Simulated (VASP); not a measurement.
Method: PBE GGA, VASP's PBE PAW potentials (set 64) (plane waves; VASP).

Input for VASP

File KPOINTS:
```
Automatic mesh
0
Gamma
13 13 13
0 0 0
```

**POSCAR**
```
MoSi2
1
   -1.5951017185     1.5951017185     3.9125207342
    1.5951017185    -1.5951017185     3.9125207342
    1.5951017185     1.5951017185    -3.9125207342
Si Mo
2 1
Direct
  0.6652298573   0.6652298573   0.0000000000
  0.3347701427   0.3347701427   0.0000000000
  0.0000000000   0.0000000000   0.0000000000
```

INCAR:
```
# general
SYSTEM  = MoSi2
PREC    = Accurate
ENCUT   = 500
LREAL   = F   # projection in real space or not
LASPH   = T

# electronic loop
EDIFF   = 1E-6
NELM    = 100   # most electronic steps
ALGO    = Normal   # blocked Davidson
LMAXMIX = 4   # l cut-off of mixed one-centre charges

# smearing
ISMEAR  = 1   # Methfessel-Paxton
SIGMA   = 0.1

# functional
GGA     = PE   # PBE

# ions
IBRION  = 2   # conjugate gradients
NSW     = 40   # most ionic steps
ISIF    = 3   # ions, shape and volume
EDIFFG  = -0.02
PSTRESS = 50

# output
LWAVE   = F
LCHARG  = F
```

POTCAR, in this order: Si Mo_sv (PBE.64 set). Program: vasp_std.

What VASP printed:

**OUTCAR**
```
 ion  position               nearest neighbor table
   1  0.665  0.665  0.000-   2 2.59   3 2.60   3 2.60   3 2.60   3 2.60   2 2.62   2 2.62   2 2.62
                             2 2.62   3 2.62
   2  0.335  0.335  0.000-   1 2.59   3 2.60   3 2.60   3 2.60   3 2.60   1 2.62   1 2.62   1 2.62
                             1 2.62   3 2.62
   3  0.000  0.000  0.000-   1 2.60   1 2.60   1 2.60   2 2.60   1 2.60   2 2.60   2 2.60   2 2.60
                             1 2.62   2 2.62
  LATTYP: Found a body centered tetragonal cell.
 ALAT       =     3.1902034370
 C/A-ratio  =     2.4528346304
 Subroutine PRICEL returns:
 Original cell was already a primitive cell.
 Subroutine GETGRP returns: Found 16 space group operations
The static configuration has the point symmetry D_4h.
The dynamic configuration has the point symmetry D_4h.
 Subroutine INISYM returns: Found 16 space group operations
 Subroutine IBZKPT returns following result:
 Found    196 irreducible k-points:

 Following reciprocal coordinates:
            Coordinates               Weight
  0.000000  0.000000  0.000000      1.000000
  0.076923 -0.000000  0.000000      8.000000
  0.153846  0.000000 -0.000000      8.000000
  0.230769  0.000000 -0.000000      8.000000
  0.307692  0.000000 -0.000000      8.000000
  0.384615  0.000000 -0.000000      8.000000
  0.461538  0.000000 -0.000000      8.000000
  0.076923  0.076923  0.000000      8.000000
  0.153846  0.076923 -0.000000     16.000000
  0.230769  0.076923 -0.000000     16.000000
  0.307692  0.076923  0.000000     16.000000
  0.384615  0.076923 -0.000000     16.000000
  0.461538  0.076923 -0.000000     16.000000
 -0.461538  0.076923  0.000000     16.000000
 -0.384615  0.076923  0.000000     16.000000
 -0.307692  0.076923  0.000000     16.000000
 -0.230769  0.076923  0.000000     16.000000
 -0.153846  0.076923  0.000000     16.000000
 -0.076923  0.076923  0.000000      4.000000
...
```

File OSZICAR:
```
       N       E                     dE             d eps       ncg     rms          rms(c)
DAV:   1     0.120605954686E+03    0.12061E+03   -0.11268E+04  5888   0.136E+03
DAV:   2    -0.211867736133E+02   -0.14179E+03   -0.14003E+03  7217   0.334E+02
DAV:   3    -0.241268612967E+02   -0.29401E+01   -0.28876E+01  7903   0.437E+01
DAV:   4    -0.241412044874E+02   -0.14343E-01   -0.14340E-01  6615   0.352E+00
DAV:   5    -0.241413247738E+02   -0.12029E-03   -0.12028E-03  8029   0.304E-01    0.220E+01
DAV:   6    -0.233989847485E+02    0.74234E+00   -0.72085E+00  6867   0.186E+01    0.491E+00
DAV:   7    -0.232811197302E+02    0.11787E+00   -0.10643E+00  6601   0.663E+00    0.461E+00
DAV:   8    -0.232471047815E+02    0.34015E-01   -0.11788E-01  6951   0.289E+00    0.456E-01
DAV:   9    -0.232464695441E+02    0.63524E-03   -0.22013E-03  7287   0.427E-01    0.247E-01
DAV:  10    -0.232464337326E+02    0.35812E-04   -0.69480E-04  6993   0.247E-01    0.575E-02
DAV:  11    -0.232464210597E+02    0.12673E-04   -0.26129E-04  6986   0.129E-01    0.405E-02
DAV:  12    -0.232464158135E+02    0.52462E-05   -0.30073E-05  6664   0.407E-02    0.847E-03
DAV:  13    -0.232464153958E+02    0.41768E-06   -0.85046E-07  3969   0.677E-03
   1 F= -.22003754E+02 E0= -.22003708E+02  d E =-.220038E+02
```

### OUTCAR
```
------------------------ aborting loop because EDIFF is reached ----------------------------------------
  FORCE on cell =-STRESS in cart. coord.  units (eV):
  Direction    XX          YY          ZZ          XY          YZ          ZX
  --------------------------------------------------------------------------------------
  Total        1.2832929      1.2832929      1.2111065      0.0000000      0.0000000      0.0000000
  in kB       51.6348545     51.6348545     48.7303488      0.0000000      0.0000000      0.0000000
  external PRESSURE =       0.6666859 kB  Pullay stress =      50.0000000 kB
  volume of cell :       39.82
      direct lattice vectors                 reciprocal lattice vectors
    -1.595101719  1.595101719  3.912520734     0.000000000  0.313459633  0.127794850
     1.595101719 -1.595101719  3.912520734     0.313459633  0.000000000  0.127794850
     1.595101719  1.595101719 -3.912520734     0.313459633  0.313459633  0.000000000
 POSITION                                       TOTAL-FORCE (eV/Angst)
 -----------------------------------------------------------------------------------
      0.00000      0.00000      5.20545         0.000000      0.000000      0.007633
      0.00000      0.00000      2.61959         0.000000      0.000000     -0.007633
      0.00000      0.00000      0.00000        -0.000000     -0.000000      0.000000
 -----------------------------------------------------------------------------------
    total drift:                               -0.000000      0.000000     -0.000000
  FREE ENERGIE OF THE ION-ELECTRON SYSTEM (eV)
  ---------------------------------------------------
  free  energy   TOTEN  =       -23.2464153958 eV

  energy  without entropy=      -23.2462762311  energy(sigma->0) =      -23.24636901
  enthalpy is  TOTEN    =       -22.0037539304 eV   P V=        1.2426614654

 reached required accuracy - stopping structural energy minimisation
```
(Selected blocks of OUTCAR.)

File OUTCAR:
```
 val. band max:       12.4310510077   @ k =  -0.3077  -0.3846   0.3077

 cond. band min:      12.4703679463   @ k =   0.0769  -0.0000   0.0000


 Fermi energy:        12.4490302747

 k-point     1 :       0.0000    0.0000    0.0000
  band No.  band energies     occupation
      1     -48.2910      2.00000
      2     -22.4511      2.00000
      3     -22.3668      2.00000
      4     -22.3668      2.00000
      5      -1.0895      2.00000
      6       5.9693      2.00000
      7       8.9991      2.00000
      8       9.3222      2.00000
      9       9.7706      2.00000
     10       9.7706      2.00000
     11      12.8003     -0.00001
     12      15.5671      0.00000
     13      15.6278      0.00000
     14      15.9865      0.00000
     15      15.9865      0.00000

 k-point     2 :       0.0769   -0.0000    0.0000
  band No.  band energies     occupation
      1     -48.2899      2.00000
      2     -22.4500      2.00000
      3     -22.3824      2.00000
      4     -22.3654      2.00000
      5      -0.9807      2.00000
      6       5.9778      2.00000
      7       8.6017      2.00000
      8       9.3329      2.00000
      9       9.8428      2.00000
     10       9.9820      2.00000
     11      12.4704      0.64781
     12      15.1714      0.00000
     13      15.4683      0.00000
     14      15.8387      0.00000
     15      16.3250      0.00000

 k-point     3 :       0.1538    0.0000   -0.0000
  band No.  band energies     occupation
      1     -48.2868      2.00000
      2     -22.4468      2.00000
      3     -22.4253      2.00000
      4     -22.3614      2.00000
      5      -0.6593      2.00000
      6       5.9589      2.00000
      7       7.9290      2.00000
      8       9.3055      2.00000
      9      10.0488      2.00000
     10      10.2027      2.00000
     11      11.8136      2.00000
     12      14.4696      0.00000
     13      14.8490      0.00000
     14      16.4172      0.00000
     15      16.7192      0.00000
...
```

The compound is MoSi2 in the MoSi2 type structure. It was relaxed first under an external pressure of 5 GPa.
